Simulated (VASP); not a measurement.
Here is the system:

```
InSb
1.0
    0.00000     3.29748     3.29748
    3.29748     0.00000     3.29748
    3.29748     3.29748     0.00000
In Sb
1 1
Cartesian
  3.29748   0.00000   3.29748
  1.64874   1.64874   1.64874
```

Method: TPSS meta-GGA, VASP's PBE PAW potentials (set 64) (plane waves; VASP). Settings: 520 eV cut-off, 11×11×11 Γ-centred mesh, tetrahedra with Blöchl corrections, potentials In_d Sb.

Unless said otherwise, spin-orbit coupling is left out, though it shifts the bands of the heavy elements here.

### Question
Predict the energy per atom (σ→0), band gap (over mesh and band path) with the smallest direct gap where there is one.

### Answer

```json
{
  "band gap (over mesh and band path)": "none (metal, semimetal or under 0.01 eV)",
  "energy per atom (σ→0)": "-11.516 eV/atom"
}
```

The compound is InSb in the zinc blende structure. It was relaxed first, which changed the volume by +5 %.
